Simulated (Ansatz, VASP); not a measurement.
# ZnCu2SnSe4: VASP beside Ansatz, part 2 of 2

Aim: how closely do two programs agree when they are given the same cell, functional and k mesh? The cell is taken from a series of runs on this material, whose earlier steps may have relaxed, scaled, displaced or heated it; both programs get it as it stands.

VASP 6.6.1 and Ansatz 0.2.0.

So far: The starting structure; VASP: single point, r2SCAN.

**3. Ansatz: single point, r2SCAN**

Level of this step: Ansatz beside VASP: Kohn-Sham DFT, plane waves, r2SCAN (Ansatz).

Ansatz runs on its default PAW (the set named soft_2) files.

The same cell, functional, mesh and smearing now go to Ansatz, which takes its cutoff from its data sets.

The input, input.yaml:

```yaml
crystal:
  lattice:
    - [-2.8441, 2.8441, 5.6689]
    - [2.8441, -2.8441, 5.6689]
    - [2.8441, 2.8441, -5.6689]
  atoms:
    - { symbol: Sn, position: [0.5, 0.5, 0.0] }
    - { symbol: Se, position: [0.8873, 0.3699, 0.0] }
    - { symbol: Se, position: [0.1127, 0.1127, 0.4826] }
    - { symbol: Se, position: [0.3699, 0.8873, 0.0] }
    - { symbol: Se, position: [0.6301, 0.6301, 0.5174] }
    - { symbol: Zn, position: [0.0, 0.0, 0.0] }
    - { symbol: Cu, position: [0.25, 0.75, 0.5] }
    - { symbol: Cu, position: [0.75, 0.25, 0.5] }
kpoints:
  mp_grid: { grid: [6, 6, 6] }
  band_path:
    path:
      - [[0.0, 0.0, 0.0], [0.0, 0.0, 0.5], [0.25, 0.25, 0.25], [0.0, 0.5, 0.0], [0.0, 0.0, 0.0], [0.5, 0.5, -0.5], [0.312926, 0.687074, -0.312926]]
      - [[-0.312926, 0.312926, 0.312926], [0.0, 0.0, 0.0]]
      - [[0.0, 0.0, 0.5], [-0.125853, 0.125853, 0.5]]
      - [[0.5, 0.5, -0.125853], [0.5, 0.5, -0.5]]
    npoints: 5
scf:
  occupations: { method: fermi_dirac, width: 0.02 }
  n_extra_bands: 11
hamiltonian:
  xc: r2scan
  pseudopotentials: { kind: paw }
output:
  forces: true
  stress: true
  dos:
    projected: true
    de: 0.05
    e_range: [-30, 12]
    nscf_kmesh: { grid: [10, 10, 10] }
  fatbands: true
  eigenstates:
    kpoints:
      - [0.0, 0.0, 0.0]
      - [0.04171383, -0.04171383, 0.04171383]
      - [0.08342767, -0.08342767, 0.08342767]
      - [0.1251415, -0.1251415, 0.1251415]
      - [0.16685533, -0.16685533, 0.16685533]
      - [0.20856917, -0.20856917, 0.20856917]
      - [0.250283, -0.250283, 0.250283]
      - [0.29199683, -0.29199683, 0.29199683]
      - [0.33371067, -0.33371067, 0.33371067]
      - [0.3754245, -0.3754245, 0.3754245]
      - [0.41713833, -0.41713833, 0.41713833]
      - [0.45885217, -0.45885217, 0.45885217]
      - [-0.499434, 0.499434, -0.499434]
      - [-0.468361, -0.4069225, 0.46949325]
      - [-0.437288, -0.313279, 0.4384205]
      - [-0.406215, -0.2196355, 0.40734775]
      - [-0.375142, -0.125992, 0.376275]
      - [1.0e-06, 1.0e-06, -0.249152]
      - [9.3e-07, 9.3e-07, -0.302784]
      - [8.6e-07, 8.6e-07, -0.356416]
      - [7.9e-07, 7.9e-07, -0.410048]
      - [7.1e-07, 7.1e-07, -0.46368]
      - [6.4e-07, 6.4e-07, 0.482688]
      - [5.7e-07, 5.7e-07, 0.429056]
      - [5.0e-07, 5.0e-07, 0.375424]
      - [4.3e-07, 4.3e-07, 0.321792]
      - [3.6e-07, 3.6e-07, 0.26816]
      - [2.9e-07, 2.9e-07, 0.214528]
      - [2.1e-07, 2.1e-07, 0.160896]
      - [1.4e-07, 1.4e-07, 0.107264]
      - [7.0e-08, 7.0e-08, 0.053632]
      - [0.0498868, 0.0498868, 0.0001698]
      - [0.0997736, 0.0997736, 0.0003396]
      - [0.1496604, 0.1496604, 0.0005094]
      - [0.1995472, 0.1995472, 0.0006792]
      - [0.249434, 0.249434, 0.000849]
      - [0.2993208, 0.2993208, 0.0010188]
      - [0.3492076, 0.3492076, 0.0011886]
      - [0.3990944, 0.3990944, 0.0013584]
      - [0.4489812, 0.4489812, 0.0015282]
      - [0.498868, 0.498868, 0.001698]
      - [0.46779488, 0.40522413, 0.09534187]
      - [0.43672175, 0.31158025, 0.18898575]
      - [0.40564862, 0.21793638, 0.28262962]
      - [0.3745755, 0.1242925, 0.3762735]
      - [0.34350237, 0.03064862, 0.46991738]
      - [0.31242925, -0.06299525, -0.43643875]
      - [0.28135613, -0.15663912, -0.34279488]
      - [0.250283, -0.250283, -0.249151]
      - [0.29199683, -0.29199683, -0.29086483]
      - [0.33371067, -0.33371067, -0.33257867]
      - [0.3754245, -0.3754245, -0.3742925]
      - [0.41713833, -0.41713833, -0.41600633]
      - [0.45885217, -0.45885217, -0.45772017]
    e_range: [-12.0, 8.0]
    unfold: { supercell_matrix: [[2, 0, -1], [0, 2, -1], [-1, -1, 2]] }
  write_density: true
  write_potential: true
  elf: true
  volumetric_format: npy
```

Started as:

```console
> ansatz run input.yaml --threads 4 --pin off --max-ram 10240MiB --backend cpu --events-out ev --progress --plain --runs-dir out
```

Numbers of over 12 decimals in the logs are rounded to 6 here.

Output:

```text
scf.n_extra_bands = 11 over 64 filled bands (N_el = 128.0): the run solves 75 bands
Engine: ansatz 0.2.0, x86_64-unknown-linux-gnu
Pseudopotentials: kind: paw
Pseudopotential: Sn, paw, valence charge 14, recommended cutoff 500 eV (meta_gga), Sn.paw.azcp
Pseudopotential: Se, paw, valence charge 16, recommended cutoff 500 eV (meta_gga), Se.paw.azcp
Pseudopotential: Zn, paw, valence charge 12, recommended cutoff 500 eV (meta_gga), Zn.paw.azcp
Pseudopotential: Cu, paw, valence charge 19, recommended cutoff 500 eV (meta_gga), Cu.paw.azcp
Functional definition: r2SCAN
  parameter k0 = 0.174
  parameter k1 = 0.065
  parameter a1 = 4.9479
  exchange = r2scan_x(k0 = k0, k1 = k1, a1 = a1)
  correlation = r2scan_c
Crystal: 8 atoms, lattice volume = 183.421 Å³
Basis set: ecut = 500 eV, 4709 PW (Γ), exchange–correlation on 216×216×216 points (64 copies of the dense FFT grid, shifted against one another)
Bands: 75, of which v1, the nominal top of the filled ones, is band 64 counted from 1 (63 counted from 0)
Symmetry: 8 space group operations
Space group: I-42m (ITA 121), of the structure as read, at distance tolerance 5.7e-5 Å
k-points: 30 of 216 (time reversal used)
Non-local potential: Sn, projectors of the file, l = 0: 2, l = 1: 2, l = 2: 2, l = 3: 2
Non-local potential: Se, projectors of the file, l = 0: 2, l = 1: 2, l = 2: 3, l = 3: 1
Non-local potential: Zn, projectors of the file, l = 0: 2, l = 1: 2, l = 2: 3, l = 3: 1
Non-local potential: Cu, projectors of the file, l = 0: 3, l = 1: 2, l = 2: 3, l = 3: 1
PAW form: soft (Blöchl's): semilocal exchange-correlation on the pseudo side does not see the compensation charge
PAW frozen core: Sn, regenerated for the run's functional (the file was generated under x = pbe(κ = 0.804, μ = 0.219515), c = pbe(β = 0.066725))
PAW frozen core: Se, regenerated for the run's functional (the file was generated under x = pbe(κ = 0.804, μ = 0.219515), c = pbe(β = 0.066725))
PAW frozen core: Zn, regenerated for the run's functional (the file was generated under x = pbe(κ = 0.804, μ = 0.219515), c = pbe(β = 0.066725))
PAW frozen core: Cu, regenerated for the run's functional (the file was generated under x = pbe(κ = 0.804, μ = 0.219515), c = pbe(β = 0.066725))
PAW one-centre angular grid: Sn, 590 points (default); XC on 249 of its mesh's 2787 points in the sphere
PAW one-centre angular grid: Se, 590 points (default); XC on 160 Gauss nodes
PAW one-centre angular grid: Zn, 590 points (default); XC on 261 of its mesh's 2673 points in the sphere
PAW one-centre angular grid: Cu, 590 points (default); XC on 160 Gauss nodes
Initial density: superposition of atomic densities (neutral atoms: chi_scale 0, normalization atom), corrected by the library's trained network
Initial wavefunctions: pseudopotential atomic-orbital guess
Functional: x = r2scan, c = r2scan; τ floored in thin density (d = 2e-4 eV/Å³)
SCF iter   1: F=—  HF=-44543.047700 eV  |F-HF|=—  |Δ(HF+E_count)|=         —  Δρ=2.28e-2  dr2=6.33e-1  dr2_τ=1.79e-2  ethr=1.77e-3  ⟨swp⟩=6.0  Hψ=8176  notcnv=0  defer=3
preconditioner: auto → Resta (q_TF=auto, 2.570 Å⁻¹)  ε∞=4.6  [insulator: Δε(μ)=0.251 eV  Ē_g=12.224 eV  σ=0.020 eV  W_gap=1.00  n_scr=60 (ndim 8)  ℏωp=23.3 eV  f_vac=0.126  D(μ)=0.00/eV (n_scr^D=0)  ε∞_Penn≈4.6]
SCF iter   2: F=—  HF=-44543.068205 eV  |F-HF|=—  |Δ(HF+E_count)|=   2.05e-2  Δρ=1.75e-2  dr2=3.41e-1  dr2_τ=3.82e-3  ethr=4.94e-4  ⟨swp⟩=2.3  Hψ=4722  notcnv=0  defer=159
SCF iter   3: F=—  HF=-44542.977812 eV  |F-HF|=—  |Δ(HF+E_count)|=   9.04e-2  Δρ=6.01e-3  dr2=5.04e-2  dr2_τ=2.62e-4  ethr=2.66e-4  ⟨swp⟩=2.0  Hψ=4183  notcnv=0  defer=159
SCF iter   4: F=—  HF=-44542.971280 eV  |F-HF|=—  |Δ(HF+E_count)|=   6.53e-3  Δρ=1.62e-3  dr2=2.96e-3  dr2_τ=4.90e-5  ethr=3.94e-5  ⟨swp⟩=2.1  Hψ=3064  notcnv=0  defer=159
SCF iter   5: F=—  HF=-44542.970615 eV  |F-HF|=—  |Δ(HF+E_count)|=   6.65e-4  Δρ=7.83e-4  dr2=8.20e-4  dr2_τ=6.58e-6  ethr=2.31e-6  ⟨swp⟩=2.0  Hψ=3058  notcnv=0  defer=159
SCF iter   6: F=—  HF=-44542.970886 eV  |F-HF|=—  |Δ(HF+E_count)|=   2.71e-4  Δρ=2.54e-4  dr2=8.61e-5  dr2_τ=2.68e-6  ethr=6.40e-7  ⟨swp⟩=2.0  Hψ=2825  notcnv=0  defer=159
SCF iter   7: F=—  HF=-44542.970937 eV  |F-HF|=—  |Δ(HF+E_count)|=   5.15e-5  Δρ=2.21e-4  dr2=7.45e-5  dr2_τ=2.25e-7  ethr=6.72e-8  ⟨swp⟩=2.0  Hψ=3772  notcnv=0  defer=159
SCF iter   8: F=—  HF=-44542.970935 eV  |F-HF|=—  |Δ(HF+E_count)|=   2.23e-6  Δρ=1.95e-5  dr2=9.41e-7  dr2_τ=2.46e-8  ethr=5.82e-8  ⟨swp⟩=2.0  Hψ=2637  notcnv=0  defer=159
SCF iter   9: F=—  HF=-44542.970935 eV  |F-HF|=—  |Δ(HF+E_count)|=   2.28e-7  Δρ=6.19e-6  dr2=1.16e-7  dr2_τ=1.28e-9  ethr=7.35e-10  ⟨swp⟩=2.0  Hψ=3772  notcnv=0  defer=159
SCF iter  10: F=-44542.970935 eV  HF=-44542.970935 eV  |F-HF|=3.91e-9  |Δ(HF+E_count)|=   2.60e-8  Δρ=2.04e-6  dr2=1.08e-8  dr2_τ=1.57e-10  ethr=7.81e-11  ⟨swp⟩=13.8  Hψ=15759  notcnv=0
SCF 1 converged in 10 iterations: F = -44542.970935 eV  dr2 = 1.08e-8
  greatest PAW one-centre occupation: 1.000 electrons in one spin orbital (limit 2), on the Cu atom at site 7 (counted from 0), in its partial waves of l = 0
NSCF: frozen V_eff on 49 k-points
NSCF: frozen V_eff on 102 k-points
[...]
SCF converged after 10 iterations
Free energy (F): -44542.970935 eV
Harris-Foulkes:  -44542.970935 eV  (|F-HF|=3.91e-9)
Internal energy: -44542.970602 eV  (E = F + TS)
E sigma→0 (E₀):  -44542.970769 eV
Entropy (-TS):   -0.000333 eV (-0.042 meV/atom)
Fermi energy:    8.649156 eV
--- Per-component energies (eV) ---
  E_band       = -2722.187997
  E_kinetic    = 1393.389798
  E_local      = -24102.024080  (includes V_loc(G=0)·N_el)
  E_nonlocal   = -981.334358
  E_hartree    = 11357.918956
  E_xc         = -1055.616822
  E_vxc        = -824.532570  (∫ρ·V_xc dr)
  E_paw        = -17089.106584  (= ΣΔE_a)
  E_vpaw       = -970.903015  (= ΣTr[D̂ρ^β])
  E_aug_tail   = -0.000574  (compensation charges beyond the density's cutoff)
  E_vtau       = 47.378470  (kinetic-family band-sum trace: ∫τ·v_τ [+ j·A + Jᵃ·Aᵃ] dr)
  E_ewald      = -14059.088342
  E_core_change = -7.108596  (= ΣΔE_core)
  E_smearing   = -0.000333  (= −TS)
  E_closure    = 0.000000  (closes the sum)
  Σ components = -44542.970935   (vs F -44542.970935, Δ=0.00e0)
--- Forces (eV/Å), atoms counted from 1 ---
  atom   1  Sn     0.00000000    -0.00000000     0.00000000
  atom   2  Se    -0.02901002     0.02901002     0.68668916
  atom   3  Se    -0.02901002    -0.02901002    -0.68668916
  atom   4  Se     0.02901002    -0.02901002     0.68668916
  atom   5  Se     0.02901002     0.02901002    -0.68668916
  atom   6  Zn    -0.00000000    -0.00000000     0.00000000
  atom   7  Cu     0.00000000     0.00000000    -0.00000000
  atom   8  Cu     0.00000000     0.00000000    -0.00000000
  max |Σ_I F_I| component: 9.93e-17 eV/Å
--- Stress (GPa, compression-positive) ---
        0.683134      -0.000000      -0.000000
        0.000000       0.683134       0.000000
       -0.000000       0.000000       1.442830
  P = ⅓ Tr σ = 0.9364 GPa (9.364 kbar)
--- Band table (eV; the first three rows and the last of 30) ---
  k-point 0: bands = [... 60 lower, 7.0406, 8.4491, 8.6205, 8.6205, 8.6566, 10.4380, 11.6440, 12.4230, ... 7 higher]
  k-point 1: bands = [... 60 lower, 7.2925, 7.6794, 8.1291, 8.5456, 9.5436, 11.0957, 11.9716, 12.3250, ... 7 higher]
  k-point 2: bands = [... 60 lower, 7.4493, 7.6015, 7.8734, 8.3279, 9.6601, 11.1410, 12.0110, 12.4258, ... 7 higher]
  k-point 29: bands = [... 60 lower, 7.2540, 7.2572, 7.9287, 7.9287, 9.8211, 10.6333, 10.6556, 10.6556, ... 7 higher]
```

**4. Differences**

Known differences besides the potentials themselves: VASP keeps PBE cores, Ansatz makes them for the functional; the data sets hold 128 valence electrons in Ansatz (on its default PAW (the set named soft_2) files) and 72 in VASP; the cutoff is 500 eV in Ansatz and 660 eV in VASP. Total energies have different zeros and are not compared.

Compared:

| quantity | Ansatz | VASP | difference |
| --- | --- | --- | --- |
| pressure (GPa) | 0.94 | 0.97 | -0.04 |
| gap on the k mesh (eV) | 0.036 | 0.043 | -0.007 |

Forces (eV/Å; atoms numbered as in POSCAR):

| atom | Ansatz x, y, z | VASP x, y, z |
| --- | --- | --- |
| Sn1 | 0.000, 0.000, 0.000 | 0.000, 0.000, 0.000 |
| Se2 | -0.029, 0.029, 0.687 | -0.024, 0.024, 0.684 |
| Se3 | -0.029, -0.029, -0.687 | -0.024, -0.024, -0.684 |
| Se4 | 0.029, -0.029, 0.687 | 0.024, -0.024, 0.684 |
| Se5 | 0.029, 0.029, -0.687 | 0.024, 0.024, -0.684 |
| Zn6 | 0.000, 0.000, 0.000 | 0.000, 0.000, 0.000 |
| Cu7 | 0.000, 0.000, 0.000 | 0.000, 0.000, 0.000 |
| Cu8 | 0.000, 0.000, 0.000 | 0.000, 0.000, 0.000 |

The forces differ by 2.9 meV/Å r.m.s., which is 1.0 % of the r.m.s. force of 0.280 eV/Å (both taken over all components). A gap on the mesh is an upper bound, since the band edges may lie between its points.

**5. Summary of results**

| Quantity | Value |
| --- | --- |
| r.m.s. force difference (single point, r2SCAN) | 1.0 % of the r.m.s. force |

In words: The r.m.s. force difference is 1.0 % of the r.m.s. force (single point, r2SCAN), within the 3 % picked in this series as the mark of a large difference. The data sets hold unlike numbers of valence electrons (128 in Ansatz and 72 in VASP), so part of the differences comes from the potentials. How closely two codes agree says nothing of how well the functional describes the real material.

[Lines on the potential files, build, host, timing and source positions are cut from VASP's logs without a mark.]

[Logs are printed without paths, hosts, clocks, repeated set-up lines and the standing remarks that a program may print on its own settings, such as how far it seeks lower states.]

[Hosts, paths, dates, database ids (printed as entryN), source tags and the programs' standing remarks are cut or masked in the printed files.]
